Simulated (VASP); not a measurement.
Here is a VASP 6.6.1 calculation.

The input INCAR:

```
SYSTEM = Cd2F3
ALGO = Normal
EDIFF = 1E-6
ENCUT = 520
GGA = PE
ISIF = 2
ISMEAR = 0
LASPH = .TRUE.
LCHARG = .FALSE.
LREAL = .FALSE.
LWAVE = .FALSE.
NBANDS = 30
NELM = 100
PREC = Accurate
SIGMA = 0.1
```

The input KPOINTS:

```
k-points
0
G
  6 6 2
  0 0 0
```

Contents of POSCAR:

```
Cd2F3
1.0
    2.8269071500      0.0000000000      0.0000000000
    0.0000000000      2.8269071500      0.0000000000
    0.0000000000      0.0000000000      8.4807214600
Cd F
2 3
Direct
    0.0000000000      0.0000000000      0.8333333300
    0.0000000000      0.0000000000      0.1666666700
    0.5000000000      0.5000000000      0.0000000000
    0.5000000000      0.5000000000      0.3333333300
    0.5000000000      0.5000000000      0.6666666700
```

Potentials or basis: VASP PAW PBE potentials, release 64 (Cd, F).

Launch:

```console
$ cat potpaw_PBE.64/Cd/POTCAR potpaw_PBE.64/F/POTCAR > POTCAR
$ mpirun -np 1 vasp_std > vasp.out
```

Task: Estimate the largest force.

Result: 3.274 eV/Å.

Task: Predict the band gap on the k mesh.

Result: None (metal or under the smearing width).

Task: Predict the pressure.

Result: 16.8 GPa.

Forces in eV/Å, atoms in the order of the input:
```
Cd   0.000  0.000 -3.274
Cd   0.000  0.000  3.274
F    0.000  0.000  0.000
F    0.000  0.000 -1.257
F    0.000  0.000  1.257
```

Caveat: the k mesh is coarse (spacing up to 0.37 Å⁻¹), so the values aren't converged; so large a pressure means that the cell lies far from this level's equilibrium, or that cutoff or potentials fall short; an odd number of electrons without spin polarisation forces a metal; a magnetic or distorted state may lie lower.
